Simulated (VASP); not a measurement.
# Li4GeN2 (Imm2) in VASP: single point with r2SCAN

Aim: the single point of Li4GeN2 with r2SCAN.

All numbers are computed with VASP 6.6.1; they aren't measurements. Logs are shortened: lines on timing, memory, paths and dates and some standing lists are left out, and cuts for length are marked.

**1. The crystal as given**

Symmetry: Imm2, No. 44, orthorhombic system. Conventional cell: a = 5.383 Å, b = 8.116 Å, c = 4.758 Å, α = 90.00°, β = 90.00°, γ = 90.00°. Around Li (site symmetry 1) lie 2 N at 1.95 to 1.98 Å. Around Ge (site symmetry mm2) lie 2 N at 1.84 Å. N (site symmetry m) has 1 Ge at 1.84 Å and 4 Li at 1.95 to 1.98 Å as nearest neighbours.

The cell was built by a generator and needn't be a form met in nature.

**2. Single point, r2SCAN**

INCAR

```
PREC     = Accurate       # precision mode
ENCUT    = 520            # plane-wave cutoff, eV
EDIFF    = 1E-6           # SCF threshold, eV
ISMEAR   = 0              # smearing method
SIGMA    = 0.03           # smearing width, eV
LREAL    = False          # projectors in reciprocal space
LASPH    = True           # aspherical terms in the spheres
NELM     = 150            # most SCF steps
ALGO     = Normal         # electronic algorithm
ISIF     = 2              # what is computed and relaxed
LWAVE    = False          # write WAVECAR
LCHARG   = False          # write CHGCAR
METAGGA  = R2SCAN         # meta-GGA
LMIXTAU  = True         
KPAR     = 4
```

KPOINTS

```
Automatic mesh
0
Gamma
  8 8 8
```

POSCAR

```
Li4GeN2
1.0
   -2.6914800000      4.0577500000      2.3791800000
    2.6914800000     -4.0577500000      2.3791800000
    2.6914800000      4.0577500000     -2.3791800000
Li Ge N
4 1 2
Direct
    0.6104970000      0.1967830000      0.9493630000
    0.2474210000      0.6611340000      0.0506370000
    0.6104970000      0.6611340000      0.4137130000
    0.2474210000      0.1967830000      0.5862870000
    0.9026010000      0.9026010000      0.0000000000
    0.9126940000      0.1057740000      0.8069200000
    0.2988540000      0.1057740000      0.1930800000
```

Potentials or basis: VASP PAW PBE potentials, release 64 (Li_sv, Ge_d, N).

Run with:

```
$ cat potpaw_PBE.64/Li_sv/POTCAR potpaw_PBE.64/Ge_d/POTCAR potpaw_PBE.64/N/POTCAR > POTCAR
$ mpirun -np 4 vasp_std > vasp.out
```

OUTCAR:

```text
PREC = Accurate
   ENCUT = 520
   EDIFF = 1E-6
   ISMEAR = 0
   LREAL = False
   LASPH = True
   NELM = 150
   ISIF = 2
   METAGGA = R2SCAN

 ion  position               nearest neighbor table
   1  0.610  0.197  0.949-   6 1.95   7 1.98   3 2.50
   2  0.247  0.661  0.051-   7 1.95   6 1.98   4 2.50
   3  0.610  0.661  0.414-   6 1.95   7 1.98   1 2.50
   4  0.247  0.197  0.586-   7 1.95   6 1.98   2 2.50
   5  0.903  0.903  0.000-   6 1.84   7 1.84
   6  0.913  0.106  0.807-   5 1.84   1 1.95   3 1.95   2 1.98   4 1.98
   7  0.299  0.106  0.193-   5 1.84   2 1.95   4 1.95   1 1.98   3 1.98

  LATTYP: Found a body centered orthorhombic cell.
 ALAT       =     4.7583600000
 B/A-ratio  =     1.1312637127
 C/A-ratio  =     1.7055245925

  Lattice vectors:

 A1 = (   2.6914800000,   4.0577500000,  -2.3791800000)
 A2 = (  -2.6914800000,   4.0577500000,   2.3791800000)
 A3 = (   2.6914800000,  -4.0577500000,   2.3791800000)

Analysis of symmetry for initial positions (statically):
=====================================================================
 Subroutine PRICEL returns:
 Original cell was already a primitive cell.

 Routine SETGRP: Setting up the symmetry group for a
 body centered orthorhombic supercell.

 Subroutine GETGRP returns: Found  4 space group operations
 (whereof  4 operations were pure point group operations)
 out of a pool of  8 trial point group operations.

The static configuration has the point symmetry C_2v.

Analysis of symmetry for dynamics (positions and initial velocities):
=====================================================================
 Subroutine PRICEL returns:
 Original cell was already a primitive cell.

 Routine SETGRP: Setting up the symmetry group for a
 body centered orthorhombic supercell.

 Subroutine GETGRP returns: Found  4 space group operations
 (whereof  4 operations were pure point group operations)
 out of a pool of  8 trial point group operations.

The dynamic configuration has the point symmetry C_2v.

 Subroutine INISYM returns: Found  4 space group operations
 (whereof  4 operations are pure point group operations),
 and found     1 'primitive' translations

----------------------------------------------------------------------------------------

                                     Primitive cell

[... 103 lines left out ...]
   NSW    =      0    number of steps for IOM
   IBRION =     -1    ionic relax: 0-MD 1-quasi-New 2-CG
   NFREE  =      0    steps in history (QN), initial steepest desc. (CG)
   ISIF   =      2    stress and relaxation
   ISYM   =      2    0-nonsym 1-usesym 2-fastsym
   POTIM  = 0.5000    time-step for ionic-motion
   TEBEG  =    0.0;   TEEND  =   0.0 temperature during run
   PSTRESS=    0.0 pullay stress
   NELECT =      36.0000    total number of electrons
   NUPDOWN=      -1.0000    fix difference up-down
   EMIN   =  10.00;   EMAX   =-10.00  energy-range for DOS
   EFERMI =   0.00;   METHOD = LEGACY
   ISMEAR =     0;   SIGMA  =   0.03  broadening in eV -4-tet -1-fermi 0-gaus
   EFERMI_NEDOS =   21; number of points for ismear=-14 and -15
   IALGO  =     38    algorithm
   IMIX   =      4    mixing-type and parameters
     AMIX     =   0.40;   BMIX     =  1.00
     AMIX_MAG =   1.60;   BMIX_MAG =  1.00
  volume/ion in A,a.u.               =      14.85       100.20
  Fermi-wavevector in a.u.,A,eV,Ry     =   1.149709  2.172634 17.984585  1.321830
  Thomas-Fermi vector in A             =   2.286377
   LORBIT       =      0    0 simple, 1 ext, 2 COOP (PROOUT), +10 PAW based schemes
   METAGGA = R2SCAN    functional components
   LHFCALC =     F    Hartree Fock is set to
   AEXX    =    0.0000 exact exchange contribution
   IVDW    =     0    specifies the selected vdW correction
   LEPSILON=     F    determine dielectric tensor
   LRPA    =     F    only Hartree local field effects (RPA)
 non-spin polarized calculation
 Gauss-broadening in eV      SIGMA  =   0.03
  energy-cutoff  :      520.00
  volume of cell :      103.94
 maximum number of plane-waves:      2824
   NGX = 21   NGY = 21   NGZ = 21

 number of electron      35.9999979 magnetization

 Free energy of the ion-electron system (eV)
  ---------------------------------------------------
  ext. energy  EPLUGINS =         0.00000000
  ---------------------------------------------------
  free energy    TOTEN  =       -44.49529768 eV

  energy without entropy =      -44.49529768  energy(sigma->0) =      -44.49529768

 E-fermi :   1.8246     XC(G=0):  -8.6731

 val. band max:        1.5862398009   @ k =   0.5000   0.0000   0.0000
 cond. band min:       2.8284577780   @ k =  -0.1250   0.1250   0.1250
 fundamental gap:      1.2422179771
 Fermi energy:         1.8246260479

 k-point     1 :       0.0000    0.0000    0.0000
  band No.  band energies     occupation
      1     -44.9552      2.00000
      2     -44.9162      2.00000
      3     -44.9156      2.00000
      4     -44.8887      2.00000
      5     -22.8889      2.00000
      6     -22.7695      2.00000
[... 589 lines left out ...]
     21       6.1802      0.00000
     22       6.8416      0.00000

 [... further k-points ...]

------------------------ aborting loop because EDIFF is reached ----------------------------------------

  FORCE on cell =-STRESS in cart. coord.  units (eV):
  Direction    XX          YY          ZZ          XY          YZ          ZX
  --------------------------------------------------------------------------------------
  -------------------------------------------------------------------------------------
  Total       -0.4993861     -1.2368148     -0.7986539      0.0000000      0.0000000      0.0000000
  in kB       -7.6980958    -19.0656465    -12.3113435      0.0000000      0.0000000      0.0000000
  external PRESSURE =     -13.0250286 kB  Pullay stress =       0.0000000 kB

 VOLUME and BASIS-vectors are now :
 -----------------------------------------------------------------------------
  energy-cutoff  :      520.00
  volume of cell :      103.94
      direct lattice vectors                 reciprocal lattice vectors
    -2.691480000  4.057750000  2.379180000     0.000000000  0.123220997  0.210156440
     2.691480000 -4.057750000  2.379180000     0.185771397  0.000000000  0.210156440
     2.691480000  4.057750000 -2.379180000     0.185771397  0.123220997  0.000000000

 POSITION                                       TOTAL-FORCE (eV/Angst)
 -----------------------------------------------------------------------------------
      1.44169      5.53103     -0.33804         0.004539      0.011920      0.001047
      1.24979     -1.47327      2.04114        -0.004539     -0.011920      0.001047
      1.24979      1.47327      2.04114        -0.004539      0.011920      0.001047
      1.44169      2.58448     -0.33804         0.004539     -0.011920      0.001047
      0.00000      0.00000      4.29490         0.000000      0.000000      0.273700
     -0.00000      6.54856      0.50331        -0.000000      0.238612     -0.138944
     -0.00000      1.56694      0.50331        -0.000000     -0.238612     -0.138944
 -----------------------------------------------------------------------------------
    total drift:                                0.002472     -0.003903      0.020445

  FREE ENERGIE OF THE ION-ELECTRON SYSTEM (eV)
  ---------------------------------------------------
  free  energy   TOTEN  =       -44.4952976773 eV

  energy  without entropy=      -44.4952976773  energy(sigma->0) =      -44.49529768
```

stdout:

```text
POSCAR found type information on POSCAR LiGeN
 POSCAR found :  3 types and       7 ions
 scaLAPACK will be used
 -----------------------------------------------------------------------------
|                                                                             |
|                                                                             |
|     You enforced a specific xc type in the INCAR file but a different       |
|     I HOPE YOU KNOW WHAT YOU ARE DOING!                                     |
|                                                                             |
 -----------------------------------------------------------------------------

 LDA part: xc-table for (None), standard interpolation
 POSCAR, INCAR and KPOINTS ok, starting setup
 FFT: planning ... GRIDC
 FFT: planning ... GRID_SOFT
 FFT: planning ... GRID
 WAVECAR not read
 entering main loop
```

It took 5.9 min on 4 MPI ranks of Intel Xeon Platinum 8259CL at 2.50GHz (Skylake/Cascade Lake), shared host; peak memory 0.39 GiB.

Results:

```
Free energy            : -44.4953 eV
Largest force          : 0.276 eV/Å
Band gap on the k mesh : 1.24 eV, indirect (least direct gap 1.87 eV)
```

Forces on the atoms (eV/Å):
```
Li   0.005  0.012  0.001
Li  -0.005 -0.012  0.001
Li  -0.005  0.012  0.001
Li   0.005 -0.012  0.001
Ge   0.000  0.000  0.274
N    0.000  0.239 -0.139
N    0.000 -0.239 -0.139
```

Caveat: the cutoff is under 1.25 times the usual one of these potentials, so pressure, stress and relaxed cells hold a basis-set (Pulay) error; the PAW data sets were made with another functional, which shifts forces and pressure a little.
